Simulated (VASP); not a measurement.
Data:

```
KTaO3
1.0
    3.96125     0.00000     0.00000
    0.00000     3.96125     0.00000
    0.00000     0.00000     3.96125
K Ta O
1 1 3
Direct
  0.00000   0.00000   0.00000
  0.50000   0.50000   0.50000
  0.50000   0.00000   0.50000
  0.00000   0.50000   0.50000
  0.50000   0.50000   0.00000
```

All values below come from LDA (Ceperley-Alder, Perdew-Zunger), VASP's LDA PAW potentials (set 64) (plane waves; VASP). Settings: 520 eV cut-off, 6×6×6 Γ-centred mesh, Gaussian smearing of 0.050 eV, potentials K_sv Ta_pv O.

Give the energy at these volumes per atom, relative to the lowest: 11.68, 12.05, 12.42, 12.80, 13.17 Å³.

34.6, 8.3, 0.0, 6.9, 26.8 meV/atom. A third-order Birch-Murnaghan fit gives B0 = 217 GPa and B0′ = 4.5.

Measured: bulk modulus 220 GPa (computed value off by -1.2 %), as given by S. Tinte et al., Physical review. B, Condensed matter (1998), arXiv:cond-mat/9809379. The calculation is for a static lattice, while the measured bulk modulus holds thermal and zero-point effects, which are part of the difference.

The compound is KTaO3 in the cubic perovskite structure. It was relaxed first.
